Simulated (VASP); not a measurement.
VASP ran on this input.

**KPOINTS**
```
K-points
0
Gamma
 6 6 6
0 0 0
```

### INCAR
```
ALGO = Normal
EDIFF = 1E-6
EDIFFG = -0.02
ENCUT = 500
GGA = PE
IBRION = 2
ISIF = 3
ISMEAR = 1
LASPH = .TRUE.
LCHARG = .FALSE.
LMAXMIX = 4
LREAL = .FALSE.
LWAVE = .FALSE.
NELM = 100
NSW = 40
PREC = Accurate
PSTRESS = 300
SIGMA = 0.1
SYSTEM = CsPbCl3
```

POSCAR:
```
CsPbCl3
1.0
  4.9036752370   0.0000000000   0.0000000000
  0.0000000000   4.9036752370   0.0000000000
  0.0000000000   0.0000000000   4.9036752370
Cs Pb Cl
1 1 3
direct
  0.0000000000   0.0000000000   0.0000000000
  0.5000000000   0.5000000000   0.5000000000
  0.5000000000   0.0000000000   0.5000000000
  0.0000000000   0.5000000000   0.5000000000
  0.5000000000   0.5000000000   0.0000000000
```

POTCAR, in this order: Cs_sv Pb_d Cl (PBE.64 set). Program: vasp_std.

Q: Write an equivalent input for Ansatz.

A: One equivalent input (not run):
Ansatz 0.2 input:
```yaml
crystal:
  lattice:
    - [4.9036752, 0.0000000, 0.0000000]
    - [0.0000000, 4.9036752, 0.0000000]
    - [0.0000000, 0.0000000, 4.9036752]
  atoms:
    - { symbol: Cs, position: [0.0000000, 0.0000000, 0.0000000] }
    - { symbol: Pb, position: [0.5000000, 0.5000000, 0.5000000] }
    - { symbol: Cl, position: [0.5000000, 0.0000000, 0.5000000] }
    - { symbol: Cl, position: [0.0000000, 0.5000000, 0.5000000] }
    - { symbol: Cl, position: [0.5000000, 0.5000000, 0.0000000] }
kpoints:
  mp_grid: { grid: [6, 6, 6] }
hamiltonian:
  xc: pbe
  pseudopotentials: { kind: paw }
scf:
  occupations: { method: methfessel_paxton, width: 0.1 }
  max_iter: 100
relax:
  max_steps: 40
  f_tol: 0.02
  cell: { p_target: 30 }
output: { forces: true, stress: true, eigenvalues: true }
```
What does not carry over: each code has its own PAW files, so the cut-off isn't converted (ENCUT is set for VASP's; basis.ecutwfc is left out, and Ansatz then takes the one that its files recommend); Ansatz stops its SCF on the density residual and VASP on the energy change (EDIFF).

The compound is CsPbCl3 in the cubic perovskite structure, the ideal cubic form; the compound distorts at low or room temperature. It was relaxed first under an external pressure of 30 GPa.
